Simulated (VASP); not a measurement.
Data:

```
Mo3Si
1.0
    4.76009     0.00000     0.00000
    0.00000     4.76009     0.00000
    0.00000     0.00000     4.76009
Si Mo
2 6
Direct
  0.50000   0.50000   0.50000
  0.00000   0.00000   0.00000
  0.25000   0.00000   0.50000
  0.50000   0.25000   0.00000
  0.50000   0.75000   0.00000
  0.75000   0.00000   0.50000
  0.00000   0.50000   0.75000
  0.00000   0.50000   0.25000
```

The numbers are results of PBEsol GGA, VASP's PBE PAW potentials (set 64) (plane waves; VASP), not measurements. Numerical set-up: 500 eV cut-off, 7×7×7 Γ-centred mesh, first-order Methfessel-Paxton smearing of 0.10 eV, potentials Si Mo_sv.

Energy and stress use the plane-wave basis of the starting cell.

Question: The ions, cell shape and volume at an external pressure of 30.0 GPa are relaxed. Predict the relaxed structure.

Answer: 
```
Mo3Si
1.0
    4.71779     0.00000     0.00000
    0.00000     4.71779     0.00000
    0.00000     0.00000     4.71779
Si Mo
2 6
Cartesian
  2.35890   2.35890   2.35890
  0.00000   0.00000   0.00000
  1.17945   0.00000   2.35890
  2.35890   1.17945   4.71779
  2.35890   3.53834   0.00000
  3.53834   4.71779   2.35890
  0.00000   2.35890   3.53834
  4.71779   2.35890   1.17945
```
Space group Pm-3n (223), at a tolerance of 0.03 Å.

Question: How do energy and volume change from the first to the last step?

Answer: The energy (σ→0) changes by +55.2 meV/atom and the volume by -2.6 %, in 4 ionic steps.

The compound is Mo3Si in the A15 structure. This run relaxes it under an external pressure of 30 GPa. Symmetry was kept, so distortions that lower it aren't found.
